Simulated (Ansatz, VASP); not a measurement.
# TiWCClO (Ti2CO2 MXene under W2CCl2 MXene, AB): VASP beside Ansatz, part 2 of 2

One calculation is typed for both programs; each brings its own data sets. How far apart do they land? The cell is taken from a series of runs on this material, whose earlier steps may have relaxed, scaled, displaced or heated it; both programs get it as it stands.

VASP 6.6.1 and Ansatz 0.2.0.

So far: Starting point; VASP: single point, PBE with D4.

## Step 3: Ansatz: single point, PBE with D4

Level of this step: Ansatz beside VASP: Kohn-Sham DFT, plane waves, PBE with D4 (Ansatz).

Ansatz runs on its default PAW (the set named soft_2) files.

The same cell, functional, mesh and smearing now go to Ansatz, which takes its cutoff from its data sets.

The input, input.yaml:

```yaml
crystal:
  lattice:
    - [3.0275958596, 0.0, 0.0]
    - [-1.5137979298, 2.6219749268, 0.0]
    - [0.0, 0.0, 31.8421423841]
  atoms:
    - { symbol: O, position: [0.3333333333, 0.6666666667, 0.2826442986] }
    - { symbol: Ti, position: [0.6666666667, 0.3333333333, 0.3109819217] }
    - { symbol: C, position: [0.0, 0.0, 0.3518934131] }
    - { symbol: Ti, position: [0.3333333333, 0.6666666667, 0.3923965287] }
    - { symbol: O, position: [0.6666666667, 0.3333333333, 0.4213074325] }
    - { symbol: Cl, position: [0.6666666667, 0.3333333333, 0.5196905052] }
    - { symbol: W, position: [0.0, 0.0, 0.5793973842] }
    - { symbol: C, position: [0.3333333333, 0.6666666667, 0.6183875347] }
    - { symbol: W, position: [0.6666666667, 0.3333333333, 0.6571501901] }
    - { symbol: Cl, position: [0.0, 0.0, 0.7173557014] }
kpoints:
  mp_grid: { grid: [18, 18, 1] }
  band_path:
    path: [[0, 0, 0], [0.5, 0, 0], [0.33333333, 0.33333333, 0], [0, 0, 0]]
    npoints: 16
hamiltonian:
  xc: pbe
  dispersion: d4
scf:
  occupations: { method: fermi_dirac, width: 0.02585 }
  convergence: { dr2_threshold: 1.0e-10 }
efield:
  axis: 3
  dipole_correction: true
  ramp_position: 0.97
  ramp_width: 0.06
  amplitude: 0
output:
  dos: { projected: true, e_range: [-6, 5] }
  bader: true
  write_potential: true
  write_density: true
  volumetric_format: npy
  elf: true
```

Launch:

```bash
ansatz run input.yaml --threads 4 --pin off --max-ram 12288MiB --backend cpu --events-out ev --progress --plain --runs-dir out
```

Numbers of over 12 decimals in the logs are rounded to 6 here.

The program printed:

```text
Engine: ansatz 0.2.0, x86_64-unknown-linux-gnu
Pseudopotentials: kind: paw
Pseudopotential: O, paw, valence charge 6, recommended cutoff 420 eV (normal), O.paw.azcp
Pseudopotential: Ti, paw, valence charge 12, recommended cutoff 420 eV (normal), Ti.paw.azcp
Pseudopotential: C, paw, valence charge 4, recommended cutoff 420 eV (normal), C.paw.azcp
Pseudopotential: Cl, paw, valence charge 7, recommended cutoff 420 eV (normal), Cl.paw.azcp
Pseudopotential: W, paw, valence charge 14, recommended cutoff 420 eV (normal), W.paw.azcp
Functional definition: PBE
  parameter kappa = 0.804
  parameter beta = 0.066725
  exchange = pbe_x(kappa = kappa, mu = beta*pi^2/3)
  correlation = pbe_c(beta = beta)
Crystal: 10 atoms, lattice volume = 252.772 Å³
Basis set: ecut = 420 eV, 4871 PW (Γ)
Bands: 53, of which v1, the nominal top of the filled ones, is band 43 counted from 1 (42 counted from 0)
Symmetry: 6 space group operations
Space group: P3m1 (ITA 156), of the structure as read, at distance tolerance 6.3e-5 Å
k-points: 37 of 324 (time reversal used)
Non-local potential: O, projectors of the file, l = 0: 2, l = 1: 2, l = 2: 1
Non-local potential: Ti, projectors of the file, l = 0: 3, l = 1: 2, l = 2: 3, l = 3: 1
Non-local potential: C, projectors of the file, l = 0: 2, l = 1: 2, l = 2: 1
Non-local potential: Cl, projectors of the file, l = 0: 2, l = 1: 2, l = 2: 2
Non-local potential: W, projectors of the file, l = 0: 3, l = 1: 2, l = 2: 2, l = 3: 1
PAW form: soft (Blöchl's): semilocal exchange-correlation on the pseudo side does not see the compensation charge
PAW one-centre angular grid: O, 110 points (default); XC on 64 Gauss nodes
PAW one-centre angular grid: Ti, 590 points (default); XC on 64 Gauss nodes
PAW one-centre angular grid: C, 110 points (default); XC on 64 Gauss nodes
PAW one-centre angular grid: Cl, 110 points (default); XC on 64 Gauss nodes
PAW one-centre angular grid: W, 590 points (default); XC on 64 Gauss nodes
Initial density: superposition of atomic densities (neutral atoms: chi_scale 0, normalization atom), corrected by the library's trained network
Initial wavefunctions: pseudopotential atomic-orbital guess
Functional: x = pbe(κ = 0.804, μ = 0.219515), c = pbe(β = 0.066725)
SCF iter   1: F=—  HF=-29573.554446 eV  |F-HF|=—  |Δ(HF+E_count)|=         —  Δρ=2.27e-2  dr2=7.38e1  ethr=1.77e-3  p=0.097 e·Å  D=6.98e-2 V/Å  ΔV_dip=-2.22 eV  dr2_dipole=3.61e1  V_vac-E_F(+/−)=4.70/6.92 eV  ⟨swp⟩=9.5  Hψ=9745  notcnv=0  defer=10
efield: sawtooth ramp at fractional position 0.9700 (set: `efield.ramp_position`, or a place that a band, a saddle search or an elastic batch's reference lends), width 0.0600; the density the first Hamiltonian is built on has a dipole p = 0.097 e·Å; the dipole correction subtracts the counter field D = 6.98e-2 V/Å, which shifts the + side's vacuum level by -2.22 eV against the − side's; the planar-averaged density in the ramp window peaks in size at 1.7e-5 e/Å³
preconditioner: auto → LDOS  [metal: Δε(μ)=0.005 eV  Ē_g=8.772 eV  σ=0.026 eV  W_gap=0.05  n_scr=22 (ndim 8)  ℏωp=17.2 eV  f_vac=0.492  D(μ)=7.88/eV (n_scr^D=24)  β→1.0]
SCF iter   2: F=—  HF=-29572.922353 eV  |F-HF|=—  |Δ(HF+E_count)|=   6.32e-1  Δρ=1.08e-2  dr2=4.78e0  ethr=1.77e-3  p=0.096 e·Å  D=6.87e-2 V/Å  ΔV_dip=-2.19 eV  dr2_dipole=1.94e0  V_vac-E_F(+/−)=4.34/6.52 eV  ⟨swp⟩=1.6  Hψ=2305  notcnv=0  defer=36
SCF iter   3: F=—  HF=-29572.844691 eV  |F-HF|=—  |Δ(HF+E_count)|=   7.77e-2  Δρ=9.33e-3  dr2=2.27e0  ethr=1.77e-3  p=0.108 e·Å  D=7.76e-2 V/Å  ΔV_dip=-2.47 eV  dr2_dipole=1.13e0  V_vac-E_F(+/−)=4.21/6.68 eV  ⟨swp⟩=2.0  Hψ=2508  notcnv=0  defer=92
SCF iter   4: F=—  HF=-29572.806621 eV  |F-HF|=—  |Δ(HF+E_count)|=   3.81e-2  Δρ=6.44e-3  dr2=1.34e0  ethr=1.77e-3  p=0.093 e·Å  D=6.67e-2 V/Å  ΔV_dip=-2.12 eV  dr2_dipole=5.82e-1  V_vac-E_F(+/−)=4.18/6.30 eV  ⟨swp⟩=2.0  Hψ=2615  notcnv=0  defer=106
SCF iter   5: F=—  HF=-29572.766348 eV  |F-HF|=—  |Δ(HF+E_count)|=   4.03e-2  Δρ=2.79e-3  dr2=8.01e-1  ethr=1.56e-3  p=0.093 e·Å  D=6.64e-2 V/Å  ΔV_dip=-2.11 eV  dr2_dipole=4.10e-1  V_vac-E_F(+/−)=4.16/6.27 eV  ⟨swp⟩=2.0  Hψ=2340  notcnv=0  defer=53
SCF iter   6: F=—  HF=-29572.749756 eV  |F-HF|=—  |Δ(HF+E_count)|=   1.66e-2  Δρ=2.19e-3  dr2=2.99e-1  ethr=9.31e-4  p=0.086 e·Å  D=6.14e-2 V/Å  ΔV_dip=-1.95 eV  dr2_dipole=1.70e-1  V_vac-E_F(+/−)=4.19/6.14 eV  ⟨swp⟩=1.9  Hψ=1922  notcnv=0  defer=78
SCF iter   7: F=—  HF=-29572.738118 eV  |F-HF|=—  |Δ(HF+E_count)|=   1.16e-2  Δρ=1.75e-3  dr2=1.75e-1  ethr=3.47e-4  p=0.075 e·Å  D=5.40e-2 V/Å  ΔV_dip=-1.72 eV  dr2_dipole=8.41e-2  V_vac-E_F(+/−)=4.19/5.91 eV  ⟨swp⟩=2.3  Hψ=2302  notcnv=0  defer=107
SCF iter   8: F=—  HF=-29572.729666 eV  |F-HF|=—  |Δ(HF+E_count)|=   8.45e-3  Δρ=1.14e-3  dr2=1.16e-1  ethr=2.03e-4  p=0.069 e·Å  D=4.93e-2 V/Å  ΔV_dip=-1.57 eV  dr2_dipole=6.33e-2  V_vac-E_F(+/−)=4.20/5.77 eV  ⟨swp⟩=2.3  Hψ=2424  notcnv=0  defer=84
[...]
SCF iter  13: F=—  HF=-29572.719294 eV  |F-HF|=—  |Δ(HF+E_count)|=   4.95e-4  Δρ=1.05e-4  dr2=6.42e-4  ethr=2.77e-5  p=0.055 e·Å  D=3.92e-2 V/Å  ΔV_dip=-1.25 eV  dr2_dipole=2.61e-4  V_vac-E_F(+/−)=4.25/5.50 eV  ⟨swp⟩=1.0  Hψ=1872  notcnv=0  defer=67
SCF iter  14: F=—  HF=-29572.719331 eV  |F-HF|=—  |Δ(HF+E_count)|=   3.75e-5  Δρ=1.77e-4  dr2=2.58e-3  ethr=7.47e-7  p=0.054 e·Å  D=3.89e-2 V/Å  ΔV_dip=-1.24 eV  dr2_dipole=1.36e-3  V_vac-E_F(+/−)=4.25/5.49 eV  ⟨swp⟩=1.9  Hψ=2100  notcnv=0  defer=67
SCF iter  15: F=—  HF=-29572.719310 eV  |F-HF|=—  |Δ(HF+E_count)|=   2.13e-5  Δρ=1.08e-4  dr2=9.84e-4  ethr=7.47e-7  p=0.055 e·Å  D=3.91e-2 V/Å  ΔV_dip=-1.24 eV  dr2_dipole=5.30e-4  V_vac-E_F(+/−)=4.25/5.50 eV  ⟨swp⟩=1.0  Hψ=1872  notcnv=0  defer=67
SCF iter  16: F=—  HF=-29572.719291 eV  |F-HF|=—  |Δ(HF+E_count)|=   1.92e-5  Δρ=3.40e-5  dr2=1.06e-4  ethr=7.47e-7  p=0.055 e·Å  D=3.92e-2 V/Å  ΔV_dip=-1.25 eV  dr2_dipole=5.73e-5  V_vac-E_F(+/−)=4.25/5.50 eV  ⟨swp⟩=1.0  Hψ=1872  notcnv=0  defer=67
SCF iter  17: F=—  HF=-29572.719281 eV  |F-HF|=—  |Δ(HF+E_count)|=   9.52e-6  Δρ=3.43e-6  dr2=1.40e-6  ethr=1.23e-7  p=0.055 e·Å  D=3.93e-2 V/Å  ΔV_dip=-1.25 eV  dr2_dipole=8.09e-7  V_vac-E_F(+/−)=4.25/5.50 eV  ⟨swp⟩=1.0  Hψ=1872  notcnv=0  defer=67
SCF iter  18: F=—  HF=-29572.719518 eV  |F-HF|=—  |Δ(HF+E_count)|=   2.36e-4  Δρ=3.26e-6  dr2=5.76e-8  ethr=1.63e-9  p=0.055 e·Å  D=3.93e-2 V/Å  ΔV_dip=-1.25 eV  dr2_dipole=1.58e-9  V_vac-E_F(+/−)=4.25/5.50 eV  ⟨swp⟩=1.9  Hψ=2228  notcnv=0  defer=67
SCF iter  19: F=—  HF=-29572.719518 eV  |F-HF|=—  |Δ(HF+E_count)|=   8.00e-8  Δρ=1.07e-5  dr2=6.09e-7  ethr=6.70e-11  p=0.055 e·Å  D=3.93e-2 V/Å  ΔV_dip=-1.25 eV  dr2_dipole=5.60e-8  V_vac-E_F(+/−)=4.25/5.50 eV  ⟨swp⟩=3.1  Hψ=3627  notcnv=0  defer=67
SCF iter  20: F=—  HF=-29572.719518 eV  |F-HF|=—  |Δ(HF+E_count)|=   8.51e-8  Δρ=9.68e-7  dr2=6.91e-9  ethr=6.70e-11  p=0.055 e·Å  D=3.93e-2 V/Å  ΔV_dip=-1.25 eV  dr2_dipole=1.50e-9  V_vac-E_F(+/−)=4.25/5.50 eV  ⟨swp⟩=2.8  Hψ=3546  notcnv=0  defer=67
SCF iter  21: F=—  HF=-29572.719518 eV  |F-HF|=—  |Δ(HF+E_count)|=  7.06e-10  Δρ=2.46e-7  dr2=1.67e-10  ethr=8.03e-12  p=0.055 e·Å  D=3.93e-2 V/Å  ΔV_dip=-1.25 eV  dr2_dipole=4.13e-13  V_vac-E_F(+/−)=4.25/5.50 eV  ⟨swp⟩=2.8  Hψ=2889  notcnv=0  defer=67
SCF iter  22: F=-29572.719518 eV  HF=-29572.719518 eV  |F-HF|=5.46e-11  |Δ(HF+E_count)|=  4.00e-11  Δρ=4.47e-8  dr2=5.76e-12  ethr=1.00e-12  p=0.055 e·Å  D=3.93e-2 V/Å  ΔV_dip=-1.25 eV  dr2_dipole=2.39e-13  V_vac-E_F(+/−)=4.25/5.50 eV  ⟨swp⟩=11.5  Hψ=5801  notcnv=0
SCF 1 converged in 22 iterations: F = -29572.719518 eV  dr2 = 5.76e-12
  greatest PAW one-centre occupation: 0.999 electrons in one spin orbital (limit 2), on the W atom at site 6 (counted from 0), in its partial waves of l = 0
NSCF: frozen V_eff on 49 k-points
efield: sawtooth ramp at fractional position 0.9700 (kept from the solve that this one continues, or follows in the run), width 0.0600; the density the first Hamiltonian is built on has a dipole p = 0.055 e·Å; the dipole correction subtracts the counter field D = 3.93e-2 V/Å, which shifts the + side's vacuum level by -1.25 eV against the − side's; the planar-averaged density in the ramp window peaks in size at 2.1e-6 e/Å³
WARN: The output density's exchange-correlation potential varies sharply where the density is thin. Do not read a vacuum level from v_tot or v_xc, or from such a field of the output density. On a cell that repeats whose density bears no net charge and no dipole along the vacuum's axis use v_es (v_loc + v_h of the components); under efield.dipole_correction with no amplitude use v_es + v_field, which holds any externa [...]
SCF converged after 22 iterations
Free energy (F): -29572.719518 eV
Harris-Foulkes:  -29572.719518 eV  (|F-HF|=5.46e-11)
Internal energy: -29572.712681 eV  (E = F + TS)
E sigma→0 (E₀):  -29572.716100 eV
Entropy (-TS):   -0.006836 eV (-0.684 meV/atom)
Fermi energy:    4.552253 eV
Dipole field:    D = 0.039333 V/Å  (p = 0.054945 e·Å, saw-weighted, corrected)
Work function:   Φ+ = 4.2492 eV   Φ− = 5.5016 eV
Levels:          The Fermi level and band energies are counted from a zero that moves with the ramp; work functions are not
--- Per-component energies (eV) ---
  E_band       = -1408.587864
  E_kinetic    = 2305.525696
  E_local      = -117554.413771  (includes V_loc(G=0)·N_el)
  E_nonlocal   = 216.818172
  E_hartree    = 57783.167469
  E_xc         = -1191.500146
  E_vxc        = -1279.566310  (∫ρ·V_xc dr)
  E_paw        = -21049.076490  (= ΣΔE_a)
  E_vpaw       = -663.899598  (= ΣTr[D̂ρ^β])
  E_aug_tail   = 0.005299  (compensation charges beyond the density's cutoff)
  E_efield     = 0.001081  (sawtooth field / dipole correction)
  E_vefield    = 0.607893  (∫n·V_field dr)
  E_ewald      = 49919.637064
  E_disp       = -2.877055  (pairwise vdW)
  E_smearing   = -0.006836  (= −TS)
  E_closure    = -0.000000  (closes the sum)
  Σ components = -29572.719518   (vs F -29572.719518, Δ=0.00e0)
--- Band table (eV; the first three rows and the last of 37) ---
  k-point 0: bands = [... 39 lower, 2.7848, 3.1377, 4.2020, 4.2020, 4.8119, 4.8119, 4.8885, 4.8885, ... 6 higher]
  k-point 1: bands = [... 39 lower, 2.9021, 3.1971, 3.8059, 3.9458, 4.6657, 4.7950, 5.0019, 5.0525, ... 6 higher]
  k-point 2: bands = [... 39 lower, 3.0792, 3.1434, 3.3066, 3.5435, 4.4115, 4.8019, 4.9896, 5.0454, ... 6 higher]
  k-point 36: bands = [... 39 lower, 1.4494, 3.0032, 4.0734, 4.1241, 4.3935, 5.4221, 5.7949, 5.7974, ... 6 higher]
--- Bader charges: 10 sites ---
  site symbol  charge [e]  shift [e]
     0      O     -1.1290     0.0017
     1     Ti      1.9814     0.0014
     2      C     -1.7152     0.0008
     3     Ti      1.9743     0.0012
     4      O     -1.1480     0.0016
     5     Cl     -0.5346     0.0008
     6      W      1.3703     0.0027
     7      C     -1.5996     0.0040
     8      W      1.3603     0.0027
     9     Cl     -0.5599     0.0007
  estimated error of the sums over rays = 7.3e-4 e
```

The column dr2 measures how far the density is from self-consistency, as an energy; F and HF (Harris–Foulkes) agree once it is small.

## Step 4: Differences

Known differences besides the potentials themselves: the data sets hold 86 valence electrons in Ansatz (on its default PAW (the set named soft_2) files) and 70 in VASP; the cutoff is 420 eV in Ansatz and 520 eV in VASP. Total energies have different zeros and are not compared.

Both answers:

| quantity | Ansatz | VASP | difference |
| --- | --- | --- | --- |
| work function, lower of the two faces (eV) | 4.25 | 4.25 | -0.01 |
| work function, higher of the two faces (eV) | 5.50 | 5.52 | -0.02 |

With vacuum in the cell, a pressure given here is an average over mostly empty space and none of the material.

## Step 5: Results

* difference in work function, higher of the two faces (single point, PBE with D4): -0.019 eV

**Reading.** The difference in work function, higher of the two faces is -0.019 eV (single point, PBE with D4). The data sets hold unlike numbers of valence electrons (86 in Ansatz and 70 in VASP), so part of the differences comes from the potentials. How closely two codes agree says nothing of how well the functional describes the real material.

[Lines on the potential files, build, host, timing and source positions are cut from VASP's logs without a mark.]

[Logs are printed without paths, hosts, clocks, repeated set-up lines and the standing remarks that a program may print on its own settings, such as how far it seeks lower states.]

[Hosts, paths, dates, database ids (printed as entryN), source tags and the programs' standing remarks are cut or masked in the printed files.]
